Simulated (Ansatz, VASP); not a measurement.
# One calculation of NbTe, two programs

INCAR

```
SYSTEM = NbTe
ALGO     = Normal         ! electronic algorithm
EDIFF    = 1E-7           ! SCF threshold, eV
ENCUT    = 520            ! plane-wave cutoff, eV
GGA      = PE             ! functional
ISIF     = 2              ! what is computed and relaxed
ISMEAR   = -1             ! smearing method
LASPH    = .True.         ! aspherical terms in the spheres
LCHARG   = .True.         ! write CHGCAR
LELF     = .True.         ! ELF
LREAL    = .False.        ! projectors in reciprocal space
LVHAR    = .True.       
LWAVE    = .False.        ! write WAVECAR
NBANDS   = 16             ! bands
NELM     = 60             ! most SCF steps
PREC     = Accurate       ! precision mode
SIGMA    = 0.05           ! smearing width, eV
```

KPOINTS

```
k-points
0
Gamma
  8 8 8
  0 0 0
```

File POSCAR:

```
NbTe
1.0
    3.3794010812      0.0000000000      0.0000000000
    0.0000000000      3.3794010812      0.0000000000
    0.0000000000      0.0000000000      3.3794010812
Nb Te
1 1
Direct
    0.5000000000      0.5000000000      0.5000000000
    0.0000000000      0.0000000000      0.0000000000
```

The input input.yaml:

```yaml
crystal:
  lattice:
    - [3.3794010812, 0.0, 0.0]
    - [0.0, 3.3794010812, 0.0]
    - [0.0, 0.0, 3.3794010812]
  atoms:
    - { symbol: Nb, position: [0.5, 0.5, 0.5] }
    - { symbol: Te, position: [0.0, 0.0, 0.0] }
hamiltonian:
  xc: pbe
  pseudopotentials: { kind: nc, source: spms }
kpoints:
  mp_grid: { grid: [8, 8, 8] }
scf:
  occupations: { method: fermi_dirac, width: 0.05 }
output:
  forces: true
  stress: true
  eigenvalues: true
  write_density: true
  write_potential: true
  elf: true
  volumetric_format: npy
```

The cell was built by a generator and needn't be a form met in nature.

Alike in both runs: task single point; functional PBE; k mesh 8 × 8 × 8; occupations fermi-dirac, width 0.05 eV; no spin polarisation.

|  | VASP | Ansatz |
| --- | --- | --- |
| version | VASP 6.6.1 | Ansatz 0.2.0 |
| potentials or method | VASP PAW PBE potentials, release 64 (Nb_sv, Te) | SPMS NC |
| plane-wave cutoff (eV) | 520 | 762 |
| valence electrons in the cell | 19 | 29 |

VASP gave:

```
gap on the k mesh at the Fermi level (eV) : none
pressure (GPa)                            : 5.7
```

Q: Estimate Ansatz's values.

A: gap on the k mesh at the Fermi level (eV): none; pressure (GPa): 6.5.

A gap of «none» marks a metal or a gap that the smearing closes. The functional is the same, so the differences come from potentials, cutoffs and numerics. The two sets of potentials don't hold the same shells in valence.

The runs have no spin-orbit coupling, so splittings on Te are missing.
